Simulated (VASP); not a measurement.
Calculation: TPSS meta-GGA, VASP's PBE PAW potentials (set 64) (plane waves; VASP).

The input files of a VASP run:

**INCAR**
```
SYSTEM = MgB2
PREC = Accurate
ENCUT = 520
EDIFF = 1E-7
NELM = 100
ALGO = Normal
LREAL = .FALSE.
LASPH = .TRUE.
ISMEAR = 1
SIGMA = 0.1
METAGGA = TPSS
LMIXTAU = .TRUE.
LWAVE = .FALSE.
LCHARG = .FALSE.
ISIF = 4
IBRION = 2
NSW = 30
EDIFFG = -0.01
```

File POSCAR:
```
MgB2
1.0
  1.5254213610  -2.6421068115   0.0000000000
  1.5254213610   2.6421068115   0.0000000000
  0.0000000000   0.0000000000   3.4613667712
Mg B
1 2
Cart
  3.0508427220   0.0000000000   0.0000000000
  1.5254213610   0.8807040319   1.7306833856
  1.5254213610  -0.8807040319   1.7306833856
```

KPOINTS:
```
Regular mesh
0
gamma
  11 11 9
```

POTCAR, in this order: Mg B (PBE.64 set). Program: vasp_std.

What VASP printed:

OSZICAR:
```
       N       E                     dE             d eps       ncg     rms          rms(c)
DAV:   1     0.169863348732E+02    0.16986E+02   -0.42991E+03  1288   0.959E+02
DAV:   2    -0.172606109600E+02   -0.34247E+02   -0.32682E+02  2016   0.171E+02
DAV:   3    -0.178677967888E+02   -0.60719E+00   -0.56856E+00  1848   0.281E+01
DAV:   4    -0.178730497007E+02   -0.52529E-02   -0.52529E-02  2208   0.175E+00
DAV:   5    -0.178730519964E+02   -0.22957E-05   -0.22958E-05  1912   0.401E-02    0.453E+00
DAV:   6    -0.213943736781E+02   -0.35213E+01   -0.76992E+00  1280   0.430E+01    0.305E+00
DAV:   7    -0.209325808263E+02    0.46179E+00   -0.40694E+00  1504   0.187E+01    0.146E+00
DAV:   8    -0.214735659548E+02   -0.54099E+00   -0.75782E-01  1344   0.932E+00    0.560E-01
DAV:   9    -0.213992288654E+02    0.74337E-01   -0.94844E-02  1632   0.422E+00    0.217E-01
DAV:  10    -0.209741824389E+02    0.42505E+00   -0.13178E+00  1280   0.189E+01    0.213E-01
DAV:  11    -0.214924719144E+02   -0.51829E+00   -0.88783E-01  1280   0.145E+01    0.442E-02
DAV:  12    -0.214950169342E+02   -0.25450E-02   -0.39307E-03  1808   0.728E-01    0.619E-02
DAV:  13    -0.214949188505E+02    0.98084E-04   -0.51627E-05  1528   0.107E-01    0.522E-02
DAV:  14    -0.214950106516E+02   -0.91801E-04   -0.19648E-04  1760   0.175E-01    0.209E-02
DAV:  15    -0.214950045339E+02    0.61176E-05   -0.42108E-05  1376   0.107E-01    0.184E-02
DAV:  16    -0.214950157064E+02   -0.11172E-04   -0.10329E-06  1944   0.152E-02    0.155E-02
DAV:  17    -0.214950373906E+02   -0.21684E-04   -0.42364E-06  1472   0.307E-02    0.829E-03
DAV:  18    -0.214950422740E+02   -0.48834E-05   -0.81277E-07  1456   0.165E-02    0.526E-03
DAV:  19    -0.214950459495E+02   -0.36755E-05   -0.10464E-06  1656   0.130E-02    0.309E-03
DAV:  20    -0.214950468819E+02   -0.93237E-06   -0.42537E-07  1648   0.963E-03    0.227E-04
DAV:  21    -0.214950470683E+02   -0.18634E-06   -0.13336E-08   728   0.175E-03    0.107E-04
DAV:  22    -0.214950469790E+02    0.89269E-07   -0.18186E-09   648   0.675E-04
   1 F= -.21495047E+02 E0= -.21494973E+02  d E =-.214950E+02
       N       E                     dE             d eps       ncg     rms          rms(c)
DAV:   1    -0.214967246901E+02   -0.16776E-02   -0.25917E-02  1776   0.127E+00    0.988E-02
DAV:   2    -0.214961174899E+02    0.60720E-03   -0.10937E-03  1760   0.224E-01    0.423E-02
DAV:   3    -0.214960370215E+02    0.80468E-04   -0.61984E-04  1512   0.137E-01    0.103E-02
DAV:   4    -0.214960240857E+02    0.12936E-04   -0.57021E-05  1384   0.624E-02    0.368E-03
DAV:   5    -0.214960420953E+02   -0.18010E-04   -0.28125E-05  1400   0.423E-02    0.195E-03
DAV:   6    -0.214960443027E+02   -0.22074E-05   -0.35007E-06  1520   0.151E-02    0.641E-04
DAV:   7    -0.214960443394E+02   -0.36713E-07   -0.22267E-07  1440   0.416E-03
   2 F= -.21496044E+02 E0= -.21496031E+02  d E =-.997360E-03
       N       E                     dE             d eps       ncg     rms          rms(c)
DAV:   1    -0.214960849486E+02   -0.40646E-04   -0.71969E-04  1776   0.211E-01    0.163E-02
DAV:   2    -0.214960688782E+02    0.16070E-04   -0.28481E-05  1752   0.366E-02    0.721E-03
DAV:   3    -0.214960668391E+02    0.20392E-05   -0.18925E-05  1440   0.239E-02    0.182E-03
DAV:   4    -0.214960665556E+02    0.28349E-06   -0.19803E-06  1408   0.108E-02    0.731E-04
DAV:   5    -0.214960670678E+02   -0.51218E-06   -0.84660E-07  1440   0.690E-03    0.360E-04
DAV:   6    -0.214960671282E+02   -0.60474E-07   -0.10492E-07  1040   0.248E-03
   3 F= -.21496067E+02 E0= -.21496067E+02  d E =-.102015E-02
```

File OUTCAR:
```
------------------------ aborting loop because EDIFF is reached ----------------------------------------
  FORCE on cell =-STRESS in cart. coord.  units (eV):
  Direction    XX          YY          ZZ          XY          YZ          ZX
  --------------------------------------------------------------------------------------
  Total        0.8522576      0.8522573      0.8537349     -0.0000000     -0.0000000     -0.0000000
  in kB       48.9399671     48.9399486     49.0247973     -0.0000000     -0.0000000     -0.0000000
  external PRESSURE =      48.9682377 kB  Pullay stress =       0.0000000 kB
  volume of cell :       27.90
      direct lattice vectors                 reciprocal lattice vectors
     1.521637617 -2.635553164  0.000000000     0.328593349 -0.189713494 -0.000000000
     1.521637617  2.635553164 -0.000000000     0.328593349  0.189713494  0.000000000
     0.000000000 -0.000000000  3.478602439    -0.000000000  0.000000000  0.287471770
 POSITION                                       TOTAL-FORCE (eV/Angst)
 -----------------------------------------------------------------------------------
      0.00000     -0.00000      3.47860         0.000000      0.000000     -0.000000
      1.52164      0.87852      1.73930         0.000000     -0.000000      0.000000
      1.52164     -0.87852      1.73930        -0.000000      0.000000     -0.000000
 -----------------------------------------------------------------------------------
    total drift:                               -0.000000      0.000000      0.000000
  FREE ENERGIE OF THE ION-ELECTRON SYSTEM (eV)
  ---------------------------------------------------
  free  energy   TOTEN  =       -21.4960671282 eV

  energy  without entropy=      -21.4960681713  energy(sigma->0) =      -21.49606748

 reached required accuracy - stopping structural energy minimisation
```
(Selected blocks of OUTCAR.)

File CONTCAR:
```
MgB2
   1.00000000000000
     1.5216376172880861   -2.6355531642133210    0.0000000000000000
     1.5216376172880861    2.6355531642133210   -0.0000000000000000
     0.0000000000000000   -0.0000000000000000    3.4786024393789092
  Mg              B
     1     2
Direct
     0.0000000000000000    0.0000000000000000    1.0000000000000000
     0.3333330000000032    0.6666669999999968    0.5000000000000000
     0.6666669999999968    0.3333330000000032    0.5000000000000000
```

The compound is MgB2 in the AlB2 type structure. This cell is one point of a volume scan, at 0.97 of the reference volume. Symmetry was kept, so distortions that lower it aren't found.
